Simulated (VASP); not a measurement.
Runs of VASP 6.6.1 on CrGa11As12 (a cell with a defect). The cell holds a defect, 24 atoms: a = 11.993 Å, b = 7.996 Å, c = 7.996 Å, α = 60.00°, β = 60.00°, γ = 60.00°. 

| task | level | U | fixed moment (μB) | cell | k mesh | grid for exact exchange (PRECFOCK) | screening parameter | mesh quality | moment (μB) | largest force (eV/Å) |
| --- | --- | --- | --- | --- | --- | --- | --- | --- | --- | --- |
| single point | HSE06 | - | 2 | as given | 2 × 2 × 2 | Fast | 0.2 1/A | coarse | 2.00 | 0.13 |
| single point | PBEsol+U | Cr d U = 3 eV | - | as given | 2 × 2 × 2 | - | - | coarse | (a) | (b) |
| single point | PBEsol | - | 2 | as given | 2 × 2 × 2 | - | - | coarse | 2.00 | 0.62 |
| single point | PBEsol+U | Cr d U = 3 eV | 2 | as given | 2 × 3 × 3 | - | - | not flagged | 2.00 | 0.09 |
| relaxation of the atoms | PBEsol+U | Cr d U = 3 eV | 2 | atoms relaxed from: atoms moved at random, drawn with an rms of 0.05 Å | 2 × 2 × 2 | - | - | coarse | 2.00 | 0.03 |

Alike in all rows: potentials or basis VASP PAW PBE potentials, release 64 (Cr_pv, Ga_d, As); spin collinear, ferromagnetic start; cutoff (eV) 350; smearing gaussian 0.03 eV.

Problem. Estimate the missing entries.

Solution. (a) 3.75; (b) 0.35.

Caveats: some runs use coarse meshes; the PAW data sets were made with another functional, which shifts forces and pressure a little; only a ferromagnetic start was run, and an antiferromagnetic order may lie lower in energy; the total moment is fixed, so each spin has its own Fermi level (some runs); the U is typed as a test and isn't derived for this compound (some runs).
